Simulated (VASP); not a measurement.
Cd4TeO3:

```
Cd Te O
1.0
     0.00000    4.56865    4.56865
     4.56865    0.00000    4.56865
     4.56865    4.56865    0.00000
Cd Te O
4 1 3
Direct
  0.62672 0.11983 0.62672
  0.62672 0.62672 0.62672
  0.11983 0.62672 0.62672
  0.62672 0.62672 0.11983
  0.25000 0.25000 0.25000
  0.00000 0.00000 0.00000
  0.75000 0.75000 0.75000
  0.50000 0.50000 0.50000
```

The cell was built by a generator and needn't be a form met in nature.

```yaml
Program: VASP 6.6.1
Task: relaxation of cell and atoms
Functional: PBE
Potentials_or_basis: VASP PAW PBE potentials, release 64 (Cd, Te, O)
Cutoff: 520 eV
k_mesh: 3 × 3 × 3
Occupations: gaussian, width 0.15 eV
Spin: no spin polarisation
```

At the start: pressure 9.1 GPa; volume 23.84 Å³/atom.

Question: How do energy, volume and symmetry change on relaxing?

Answer: Over 5 steps the energy falls by 106.3 meV/atom and the volume is 27.85 Å³/atom (+16.8 %); space group F-43m (No. 216, to 0.05 Å).

The path:
| step | energy change (eV) | largest force (eV/Å) | pressure (GPa) | volume (Å³) |
| --- | --- | --- | --- | --- |
| 1 | 0.0000 | 1.4438 | 9.06 | 190.72 |
| 2 | -0.7010 | 1.3202 | -1.12 | 230.42 |
| 3 | -0.8006 | 0.8229 | 0.97 | 218.10 |
| 4 | -0.8387 | 0.3490 | -0.46 | 225.21 |
| 5 | -0.8504 | 0.0187 | -0.01 | 222.80 |

Final structure:
```xyz
8
Lattice="0.0000 4.8117 4.8117 4.8117 0.0000 4.8117 4.8117 4.8117 0.0000" Properties=species:S:1:pos:R:3 pbc="T T T"
Cd    3.6096    6.0138    3.6096
Cd    6.0138    6.0138    6.0138
Cd    6.0138    3.6096    3.6096
Cd    3.6096    3.6096    6.0138
Te    2.4058    2.4058    2.4058
O     0.0000    0.0000    0.0000
O     7.2175    7.2175    7.2175
O     4.8117    4.8117    4.8117
```

Caveat: the k mesh is coarse (spacing up to 0.40 Å⁻¹), so the values aren't converged; the volume moved by over 15 % at a fixed basis, so the end points are rough.
